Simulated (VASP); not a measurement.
Computed with PBE GGA, VASP's PBE PAW potentials (set 64) (plane waves; VASP).

VASP input:

### KPOINTS
```
K-points
0
G
6 6 5
```

POSCAR:
```
P
1
    1.6881000000    -5.3448000000    -0.0000000000
    1.6881000000     5.3448000000     0.0000000000
    0.0000000000     0.0000000000     4.4676000000
P
4
Direct
  0.1017000000   0.8983000000   0.9194000000
  0.3983000000   0.6017000000   0.4194000000
  0.6017000000   0.3983000000   0.5806000000
  0.8983000000   0.1017000000   0.0806000000
```

**INCAR**
```
ENCUT = 400   # plane-wave cut-off (eV)
ISIF = 2   # forces and stress, cell fixed
ALGO = Normal   # blocked Davidson
LWAVE = .FALSE.
SIGMA = 0.01   # width (eV)
EDIFF = 1E-6   # SCF stop (eV)
GGA = PE   # PBE
LREAL = .FALSE.
LASPH = .TRUE.   # aspherical one-centre terms
SYSTEM = P
LCHARG = .FALSE.
NELM = 100
PREC = Accurate
ISMEAR = 1   # Methfessel-Paxton
```

POTCAR, in this order: P (PBE.64 set). Program: vasp_std.

Output of the run:

OUTCAR:
```
 ion  position               nearest neighbor table
   1  0.102  0.898  0.919-   3 2.27   3 2.27   4 2.29
   2  0.398  0.602  0.419-   4 2.27   4 2.27   3 2.29
   3  0.602  0.398  0.581-   1 2.27   1 2.27   2 2.29
   4  0.898  0.102  0.081-   2 2.27   2 2.27   1 2.29
  LATTYP: Found a base centered orthorhombic cell.
 ALAT       =     3.3762000000
 B/A-ratio  =     3.1661631420
 C/A-ratio  =     1.3232628399
 Subroutine PRICEL returns:
 Original cell was already a primitive cell.
 Subroutine GETGRP returns: Found  8 space group operations
The static configuration has the point symmetry C_2h.
 The point group associated with its full space group is D_2h.
The dynamic configuration has the point symmetry C_2h.
 Subroutine INISYM returns: Found  8 space group operations
 Subroutine IBZKPT returns following result:
 Found     39 irreducible k-points:

 Following reciprocal coordinates:
            Coordinates               Weight
  0.000000  0.000000  0.000000      1.000000
  0.166667  0.000000  0.000000      4.000000
  0.333333  0.000000  0.000000      4.000000
  0.500000  0.000000  0.000000      2.000000
  0.166667  0.166667  0.000000      2.000000
  0.333333  0.166667  0.000000      4.000000
  0.500000  0.166667  0.000000      4.000000
 -0.333333  0.166667  0.000000      4.000000
 -0.166667  0.166667  0.000000      2.000000
  0.333333  0.333333  0.000000      2.000000
  0.500000  0.333333  0.000000      4.000000
 -0.333333  0.333333  0.000000      2.000000
  0.500000  0.500000  0.000000      1.000000
  0.000000  0.000000  0.200000      2.000000
  0.166667  0.000000  0.200000      8.000000
  0.333333  0.000000  0.200000      8.000000
  0.500000  0.000000  0.200000      4.000000
  0.166667  0.166667  0.200000      4.000000
  0.333333  0.166667  0.200000      8.000000
...
```

File OSZICAR:
```
       N       E                     dE             d eps       ncg     rms          rms(c)
DAV:   1     0.540296599414E+02    0.54030E+02   -0.72006E+03  1092   0.976E+02
DAV:   2    -0.179759759918E+02   -0.72006E+02   -0.69709E+02  1448   0.161E+02
DAV:   3    -0.215154433187E+02   -0.35395E+01   -0.35173E+01  1464   0.385E+01
DAV:   4    -0.215644277847E+02   -0.48984E-01   -0.48950E-01  1412   0.524E+00
DAV:   5    -0.215654492970E+02   -0.10215E-02   -0.10208E-02  1508   0.678E-01    0.937E+00
DAV:   6    -0.214833333007E+02    0.82116E-01   -0.44960E-02  1284   0.130E+00    0.557E+00
DAV:   7    -0.214459783641E+02    0.37355E-01   -0.83123E-02  1380   0.184E+00    0.198E-01
DAV:   8    -0.214462867053E+02   -0.30834E-03   -0.64889E-03  1302   0.557E-01    0.107E-01
DAV:   9    -0.214463667221E+02   -0.80017E-04   -0.26741E-04  1512   0.120E-01    0.658E-02
DAV:  10    -0.214463976346E+02   -0.30912E-04   -0.41504E-05  1296   0.419E-02    0.237E-02
DAV:  11    -0.214464053557E+02   -0.77211E-05   -0.10331E-05  1338   0.269E-02    0.778E-03
DAV:  12    -0.214464057688E+02   -0.41311E-06   -0.39076E-07   852   0.466E-03
   1 F= -.21446406E+02 E0= -.21446407E+02  d E =0.322106E-05
```

### OUTCAR
```
------------------------ aborting loop because EDIFF is reached ----------------------------------------
  FORCE on cell =-STRESS in cart. coord.  units (eV):
  Direction    XX          YY          ZZ          XY          YZ          ZX
  --------------------------------------------------------------------------------------
  Total       -1.6652032     -0.7982704     -1.2751173      0.0000000      0.0000000      0.0000000
  in kB      -33.0935923    -15.8645108    -25.3411783      0.0000000      0.0000000      0.0000000
  external PRESSURE =     -24.7664271 kB  Pullay stress =       0.0000000 kB
  volume of cell :       80.62
      direct lattice vectors                 reciprocal lattice vectors
     1.688100000 -5.344800000  0.000000000     0.296190984 -0.093548870  0.000000000
     1.688100000  5.344800000  0.000000000     0.296190984  0.093548870  0.000000000
     0.000000000  0.000000000  4.467600000     0.000000000  0.000000000  0.223833826
 POSITION                                       TOTAL-FORCE (eV/Angst)
 -----------------------------------------------------------------------------------
      1.68810      4.25767      4.10751         0.000000      0.308225     -0.277667
      1.68810      1.08713      1.87371         0.000000     -0.308225     -0.277667
      1.68810     -1.08713      2.59389         0.000000      0.308225      0.277667
      1.68810     -4.25767      0.36009         0.000000     -0.308225      0.277667
 -----------------------------------------------------------------------------------
    total drift:                                0.000000     -0.000000      0.000000
  FREE ENERGIE OF THE ION-ELECTRON SYSTEM (eV)
  ---------------------------------------------------
  free  energy   TOTEN  =       -21.4464057688 eV

  energy  without entropy=      -21.4464089899  energy(sigma->0) =      -21.44640684
```
(Selected blocks of OUTCAR.)

The compound is P in the black structure. The cell was not relaxed at this level. The run is one of a series of settings (ISMEAR = 1, SIGMA = 0.01 against the base run), some of them coarse on purpose.
